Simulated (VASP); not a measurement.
Method: optB88-vdW, VASP's PBE PAW potentials (set 64) (plane waves; VASP).

Input for VASP

### KPOINTS
```
Automatic mesh
0
Gamma
13 13 9
0 0 0
```

**POSCAR**
```
TiAl
1
    2.8189989357     0.0000000000     0.0000000000
    0.0000000000     2.8189989357     0.0000000000
    0.0000000000     0.0000000000     4.0609069719
Ti Al
1 1
Direct
  0.0000000000   0.0000000000   1.0000000000
  0.5000000000   0.5000000000   0.5000000000
```

**INCAR**
```
SYSTEM = TiAl
PREC = Accurate; ENCUT = 520; LREAL = .FALSE.
LASPH = .TRUE.
EDIFF = 1E-7; NELM = 100; ALGO = Normal
LMAXMIX = 4
ISMEAR = 1; SIGMA = 0.1
GGA = BO; LUSE_VDW = .TRUE.; AGGAC = 0.0
PARAM1 = 0.1833333333; PARAM2 = 0.22
IBRION = 2; NSW = 30; ISIF = 4
EDIFFG = -0.01
LWAVE = .FALSE.; LCHARG = .FALSE.
```

POTCAR, in this order: Ti_sv Al (PBE.64 set). Program: vasp_std.

What VASP printed:

### OSZICAR
```
       N       E                     dE             d eps       ncg     rms          rms(c)
DAV:   1     0.939494153480E+02    0.93949E+02   -0.75218E+03  3083   0.138E+03
DAV:   2    -0.330945496107E+01   -0.97259E+02   -0.94691E+02  3113   0.334E+02
DAV:   3    -0.905289234555E+01   -0.57434E+01   -0.54756E+01  4899   0.782E+01
DAV:   4    -0.925680462275E+01   -0.20391E+00   -0.20230E+00  3873   0.128E+01
DAV:   5    -0.926602047234E+01   -0.92158E-02   -0.92119E-02  4530   0.252E+00    0.935E+00
DAV:   6    -0.803754789490E+01    0.12285E+01   -0.11757E+01  3915   0.366E+01    0.338E+00
DAV:   7    -0.788567577629E+01    0.15187E+00   -0.12406E+00  3597   0.119E+01    0.189E+00
DAV:   8    -0.788170756124E+01    0.39682E-02   -0.14405E-01  3525   0.432E+00    0.502E-01
DAV:   9    -0.787989561624E+01    0.18119E-02   -0.28837E-02  3665   0.226E+00    0.210E-01
DAV:  10    -0.788005770547E+01   -0.16209E-03   -0.18134E-03  3732   0.481E-01    0.435E-02
DAV:  11    -0.788005245387E+01    0.52516E-05   -0.43818E-04  4260   0.222E-01    0.412E-02
DAV:  12    -0.788005080382E+01    0.16501E-05   -0.23658E-05  3595   0.510E-02    0.126E-02
DAV:  13    -0.788004968105E+01    0.11228E-05   -0.16050E-06  4526   0.120E-02    0.663E-03
DAV:  14    -0.788004957442E+01    0.10663E-06   -0.57633E-07  3415   0.952E-03    0.651E-04
DAV:  15    -0.788004959081E+01   -0.16397E-07   -0.48795E-08  1783   0.262E-03
   1 F= -.78800496E+01 E0= -.78798967E+01  d E =-.788005E+01
       N       E                     dE             d eps       ncg     rms          rms(c)
DAV:   1    -0.788014441067E+01   -0.94836E-04   -0.33050E-03  3188   0.964E-01    0.598E-02
DAV:   2    -0.788009083748E+01    0.53573E-04   -0.17866E-04  3150   0.145E-01    0.291E-02
DAV:   3    -0.788007643683E+01    0.14401E-04   -0.26283E-05  3760   0.677E-02    0.102E-02
DAV:   4    -0.788007487411E+01    0.15627E-05   -0.48723E-06  3820   0.247E-02    0.245E-03
DAV:   5    -0.788007474172E+01    0.13239E-06   -0.57330E-07  3414   0.803E-03    0.665E-04
DAV:   6    -0.788007471770E+01    0.24018E-07   -0.25662E-08  1740   0.189E-03
   2 F= -.78800747E+01 E0= -.78799153E+01  d E =-.251269E-04
```

OUTCAR:
```
------------------------ aborting loop because EDIFF is reached ----------------------------------------
  FORCE on cell =-STRESS in cart. coord.  units (eV):
  Direction    XX          YY          ZZ          XY          YZ          ZX
  --------------------------------------------------------------------------------------
  Total       -0.0218887     -0.0218887      0.0040938      0.0000000     -0.0000000      0.0000000
  in kB       -1.0867184     -1.0867184      0.2032448      0.0000000     -0.0000000      0.0000000
  external PRESSURE =      -0.6567306 kB  Pullay stress =       0.0000000 kB
  volume of cell :       32.27
      direct lattice vectors                 reciprocal lattice vectors
     2.817988418  0.000000000  0.000000000     0.354863063  0.000000000  0.000000000
     0.000000000  2.817988418 -0.000000000     0.000000000  0.354863063  0.000000000
     0.000000000  0.000000000  4.063819940     0.000000000  0.000000000  0.246073895
 POSITION                                       TOTAL-FORCE (eV/Angst)
 -----------------------------------------------------------------------------------
      0.00000      0.00000      0.00000         0.000000      0.000000      0.000000
      1.40899      1.40899      2.03191         0.000000      0.000000      0.000000
 -----------------------------------------------------------------------------------
    total drift:                                0.000000      0.000000      0.000000
  FREE ENERGIE OF THE ION-ELECTRON SYSTEM (eV)
  ---------------------------------------------------
  free  energy   TOTEN  =        -7.8800747177 eV

  energy  without entropy=       -7.8795963441  energy(sigma->0) =       -7.87991526

 reached required accuracy - stopping structural energy minimisation
```
(Selected blocks of OUTCAR.)

CONTCAR:
```
TiAl
   1.00000000000000
     2.8179884176119039    0.0000000000000000    0.0000000000000000
     0.0000000000000000    2.8179884176119039   -0.0000000000000000
     0.0000000000000000    0.0000000000000000    4.0638199403802409
  Ti              Al
     1     1
Direct
     0.0000000000000000    0.0000000000000000    0.0000000000000000
     0.5000000000000000    0.5000000000000000    0.5000000000000000
```

The compound is TiAl in the L1_0 structure. This run relaxes it. Symmetry was kept, so distortions that lower it aren't found. The electron count is odd and the run is not spin-polarised, which forces a metal.
